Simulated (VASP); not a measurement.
## Tl: the relaxed cell at several levels

Which functional gives the lattice of Tl as experiment finds it, and is a dearer one worth its cost? The levels: PBE, LDA, r2SCAN and PBE + D3(BJ). LASPH is on for some levels and off for others; the table marks which. The start is a cell from a database of measured crystal structures.

Main program and level: VASP 6.6.1; PBE; plane waves and PAW (Tl_d), in the first sound run; inputs show where later runs differ.

Most raw output is cut from this account.

### 1. The starting structure

Before any relaxation, the start is as follows. The structure is hexagonal, space group P6_3/mmc (No. 194). Conventional cell: a = 3.463 Å, b = 3.463 Å, c = 5.539 Å, α = 90.00°, β = 90.00°, γ = 120.00°. Tl has 12 Tl at 3.42 to 3.46 Å nearest.

As a file:

```cif
data_structure
_symmetry_space_group_name_H-M 'P6_3/mmc'
_symmetry_Int_Tables_number 194
_cell_length_a 3.4630
_cell_length_b 3.4630
_cell_length_c 5.5390
_cell_angle_alpha 90.000
_cell_angle_beta 90.000
_cell_angle_gamma 120.000
_cell_volume 57.53
loop_
_atom_site_label
_atom_site_type_symbol
_atom_site_symmetry_multiplicity
_atom_site_Wyckoff_symbol
_atom_site_fract_x
_atom_site_fract_y
_atom_site_fract_z
_atom_site_occupancy
Tl1 Tl 2 c 0.33333 0.66667 0.25000 1
```

### 2. Relaxation with PBE

Properties are meant for the cell that this level of theory prefers, so cell and atoms are relaxed first (ISIF = 3) until forces and stress are small; EDIFFG sets the threshold. PBE, the usual starting point, adds the gradient of the density.

Contents of INCAR:

```
SYSTEM = Tl
PREC = Accurate
ENCUT = 520
EDIFF = 1E-06
NELM = 100
ISMEAR = -1
SIGMA = 0.05
LREAL = .FALSE.
ALGO = Normal
GGA = PE
NBANDS = 19
LORBIT = 11
LWAVE = .FALSE.
LCHARG = .FALSE.
KPAR = 2
IBRION = 2
NSW = 60
ISIF = 3
EDIFFG = -0.01
```

Contents of POSCAR:

```
Tl
1.0
    3.4630000000      0.0000000000      0.0000000000
   -1.7315000000      2.9990459733      0.0000000000
    0.0000000000      0.0000000000      5.5390000000
Tl
2
Direct
    0.3333333333      0.6666666667      0.2500000000
    0.6666666667      0.3333333333      0.7500000000
```

Contents of KPOINTS:

```
Automatic mesh
0
Gamma
7 7 4
0 0 0
```

PAW data sets: Tl_d (PBE family, release 64).

Command:

```console
> mpirun -np 2 vasp_std
```

Wall time 46 s (2 MPI ranks of AMD EPYC 7R43, shared host); peak memory 0.32 GiB.

The k-mesh is coarse for a metal. After so large a change of volume the plane waves of the start cell no longer fit, so the final stress carries a basis-set error. The run keeps the 24 symmetry operations of its start, so it cannot find a distortion of lower symmetry.

Relaxation path:

```
step  energy less that of the first step (eV)  largest force (eV/Å)  pressure (GPa)  volume (Å³)
   1                                   0.0000                0.0000            2.95        57.53
   2                                  -0.0457                0.0000            0.30        62.04
   3                                  -0.0466                0.0000            0.00        62.81
   4                                  -0.0467                0.0000           -0.06        62.92
   5                                  -0.0471                0.0000           -0.02        62.88
   6                                  -0.0473                0.0000           -0.02        62.84
   7                                  -0.0474                0.0000           -0.01        62.78
```

```
conventional cell, symmetrised  before  after  change
                         a (Å)   3.463  3.536  +2.1 %
                         b (Å)   3.463  3.536  +2.1 %
                         c (Å)   5.539  5.799  +4.7 %
              volume (Å³/atom)   28.76  31.39  +9.1 %
```

The relaxed structure:

```
Tl
1.0
     3.53571    0.00000    0.00000
    -1.76785    3.06201    0.00000
     0.00000    0.00000    5.79878
Tl
2
Direct
  0.33333 0.66667 0.25000
  0.66667 0.33333 0.75000
```

This step gave:

| Item | Value |
| --- | --- |
| electrons | 26 |
| bands | 19 |
| irreducible k-points | 24 |
| symmetry operations | 24 |
| free energy (TOTEN) | -4.392 eV |
| energy at zero smearing | -4.385 eV |
| Fermi energy | 5.664 eV |
| pressure | -0.006538 GPa |
| metallic | yes |
| SCF cycles over all ionic steps | 46 |

It ends with forces that vanish by symmetry and a pressure of -0.01 GPa. The volume lies +9.1 % from that of the database's start. The conventional cell has a = 3.536 and c = 5.799 Å.

### 3. Relaxation with LDA

This step: LDA; plane waves and PAW (Tl_d) (VASP 6.6.1).

LDA, the lowest rung, knows the local density alone.

Edit INCAR of step 2 so:

```diff
@@ -9,3 +9,3 @@
 ALGO = Normal
-GGA = PE
+GGA = CA
 NBANDS = 19
```

POSCAR is that of step 2.

KPOINTS is that of step 2.

Command:

```console
> mpirun -np 2 vasp_std
```

It took 46 s on 2 MPI ranks; peak memory 0.3 GiB.

The PAW data sets were made with PBE, though LDA sets exist; this is a small mismatch.

The steps of the relaxation:

```
step  energy less that of the first step (eV)  largest force (eV/Å)  pressure (GPa)  volume (Å³)
   1                                   0.0000                0.0000           -1.86        57.53
   2                                  -0.0199                0.0000           -0.09        54.79
   3                                  -0.0201                0.0000            0.22        54.43
   4                                  -0.0201                0.0000            0.14        54.49
   5                                  -0.0227                0.0000            0.12        54.46
   6                                  -0.0233                0.0000            0.12        54.44
   7                                  -0.0233                0.0000            0.12        54.44
   8                                  -0.0234                0.0000           -0.04        54.63
```

```
conventional cell, symmetrised  before  after  change
                         a (Å)   3.463  3.369  -2.7 %
                         b (Å)   3.463  3.369  -2.7 %
                         c (Å)   5.539  5.558  +0.3 %
              volume (Å³/atom)   28.76  27.32  -5.0 %
```

Final coordinates:

```cif
data_structure
_symmetry_space_group_name_H-M 'P 1'
_symmetry_Int_Tables_number 1
_cell_length_a 3.3689
_cell_length_b 3.3689
_cell_length_c 5.5583
_cell_angle_alpha 90.000
_cell_angle_beta 90.000
_cell_angle_gamma 120.000
_cell_volume 54.63
loop_
_atom_site_label
_atom_site_type_symbol
_atom_site_fract_x
_atom_site_fract_y
_atom_site_fract_z
_atom_site_occupancy
Tl1 Tl 0.33333 0.66667 0.25000 1
Tl2 Tl 0.66667 0.33333 0.75000 1
```

This step gave:

- free energy (TOTEN): -5.876 eV
- energy at zero smearing: -5.870 eV
- Fermi energy: 6.747 eV
- pressure: -0.03552 GPa
- SCF cycles over all ionic steps: 52

It ends at 27.32 Å³/atom, -5.0 % from the start, with -0.04 GPa left. The conventional cell has a = 3.369 and c = 5.558 Å.

### 4. Relaxation with r2SCAN

This step: r2SCAN; plane waves and PAW (Tl_d) (VASP 6.6.1).

r2SCAN adds the kinetic-energy density, costs more than a GGA and is run with LASPH.

Edit INCAR of step 3 so:

```diff
@@ -9,3 +9,4 @@
 ALGO = Normal
-GGA = CA
+METAGGA = R2SCAN
+LASPH = .TRUE.
 NBANDS = 19
```

POSCAR is that of step 3.

KPOINTS is that of step 3.

Command:

```console
> mpirun -np 2 vasp_std
```

Wall time 3.9 min (2 MPI ranks); peak memory 0.35 GiB.

The PAW data sets were made with PBE, which is usual practice but a small mismatch for other functionals.

The steps of the relaxation:

```
step  energy less that of the first step (eV)  largest force (eV/Å)  pressure (GPa)  volume (Å³)
   1                                   0.0000                0.0000            1.67        57.53
   2                                  -0.0161                0.0000            0.11        60.05
   3                                  -0.0164                0.0000           -0.15        60.51
   4                                  -0.0164                0.0000           -0.12        60.44
   5                                  -0.0175                0.0000           -0.09        60.36
   6                                  -0.0183                0.0000           -0.02        60.21
```

```
conventional cell, symmetrised  before  after  change
                         a (Å)   3.463  3.480  +0.5 %
                         b (Å)   3.463  3.480  +0.5 %
                         c (Å)   5.539  5.740  +3.6 %
              volume (Å³/atom)   28.76  30.11  +4.7 %
```

The relaxed structure:

```
Tl
1.0
     3.48039    0.00000    0.00000
    -1.74020    3.01411    0.00000
     0.00000    0.00000    5.73998
Tl
2
Direct
  0.33333 0.66667 0.25000
  0.66667 0.33333 0.75000
```

It ends at 30.11 Å³/atom, +4.7 % from the start, with -0.02 GPa left. The conventional cell has a = 3.480 and c = 5.740 Å.

### 5. Relaxation with PBE + D3(BJ)

This step: PBE with D3(BJ); plane waves and PAW (Tl_d) (VASP 6.6.1).

A dispersion term adds the long-range attraction that semilocal functionals lack. D3 with Becke-Johnson damping keeps a finite attraction at short range.

Edit INCAR of step 4 so:

```diff
@@ -9,4 +9,4 @@
 ALGO = Normal
-METAGGA = R2SCAN
-LASPH = .TRUE.
+GGA = PE
+IVDW = 12
 NBANDS = 19
```

POSCAR is that of step 4.

KPOINTS is that of step 4.

Command:

```console
> mpirun -np 2 vasp_std
```

Wall time 39 s (2 MPI ranks); peak memory 0.35 GiB.

Dispersion corrections of this kind ignore metallic screening and tend to overbind metals.

Step by step:

```
step  energy less that of the first step (eV)  largest force (eV/Å)  pressure (GPa)  volume (Å³)
   1                                   0.0000                0.0000            0.98        57.53
   2                                  -0.0074                0.0000            0.05        59.00
   3                                  -0.0078                0.0000           -0.16        59.38
   4                                  -0.0087                0.0000           -0.07        59.23
   5                                  -0.0091                0.0000           -0.02        59.10
```

```
conventional cell, symmetrised  before  after  change
                         a (Å)   3.463  3.464  +0.0 %
                         b (Å)   3.463  3.464  +0.0 %
                         c (Å)   5.539  5.688  +2.7 %
              volume (Å³/atom)   28.76  29.55  +2.7 %
```

Final coordinates:

```xyz
2
Lattice="3.4638 0.0000 0.0000 -1.7319 2.9998 0.0000 0.0000 0.0000 5.6879" Properties=species:S:1:pos:R:3 pbc="T T T"
Tl    0.0000    1.9998    1.4220
Tl    1.7319    0.9999    4.2659
```

It ends at 29.55 Å³/atom, +2.7 % from the start, with -0.02 GPa left. The conventional cell has a = 3.464 and c = 5.688 Å. Against plain PBE, the dispersion term moves a by -2.0 % and c by -1.9 %.

### 6. The cells as a table

This step: relaxed cells at several levels; plane waves and PAW (VASP 6.6.1).

This step runs nothing: it gathers the runs above.

Lengths are those of the conventional cell; cost is the wall time of each run, as given at its step, times its ranks, without the set-up around it; LASPH differs between rows, which moves results and costs too. Results by level, by row:

```
       level  volume (Å³/atom)  change from the start (%)  a (Å)  c (Å)  cost (core minutes)  LASPH
         PBE             31.39                        9.1  3.536  5.799                 1.53    off
         LDA             27.32                         -5  3.369  5.558                 1.53    off
      r2SCAN             30.11                        4.7   3.48   5.74                 7.87     on
PBE + D3(BJ)             29.55                        2.7  3.464  5.688                  1.3    off
```

### 7. Results

```json
{
 "volume, PBE": "31.39 Å³/atom",
 "volume, LDA": "27.32 Å³/atom",
 "volume, r2SCAN": "30.11 Å³/atom",
 "volume, PBE + D3(BJ)": "29.55 Å³/atom"
}
```

**Reading.** For Tl the levels give volumes between 27.32 Å³/atom (LDA) and 31.39 Å³/atom (PBE), a spread of 14.9 %, while the cost of the finished runs spans a factor of 6.1. Against the volume of the start, a cell from experiment, PBE + D3(BJ) comes nearest (+2.7 %) and PBE lies farthest (+9.1 %); thermal expansion is in that cell alone. The costs hold the number of ionic steps as well as the price of the functional. Against the listed lengths the levels give a from -2.7 % to +2.1 % and c from +0.3 % to +4.7 %. Adding D3(BJ) to PBE changes the volume by -5.9 % (a by -2.0 % and c by -1.9 %). Pairwise corrections of the D and TS kind ignore the screening in a metal, so they may overbind here. Within 0.02 Å all end in space group P6_3/mmc; the runs can't lower the symmetry of the start. The k-sampling is coarse for a metal, so the Fermi level, pressures and the shape of the cell carry errors. Spin-orbit coupling is left out. LASPH is on for some levels and off for others, so differences between them are not the functional's alone. Each is a single relaxation on the plane waves of the start cell, so larger changes of volume carry a basis-set error that was not tested here. Zero-point and thermal expansion are not included.

[Lines on the potential files, build, host, timing and source positions are cut from VASP's logs without a mark.]

[Logs are printed without paths, hosts, clocks, repeated set-up lines and the standing remarks that a program may print on its own settings, such as how far it seeks lower states.]

[Hosts, paths, dates, database ids (printed as entryN), source tags and the programs' standing remarks are cut or masked in the printed files.]

[A measured line is paired with the nearest computed mode of its activity, which favours agreement.]
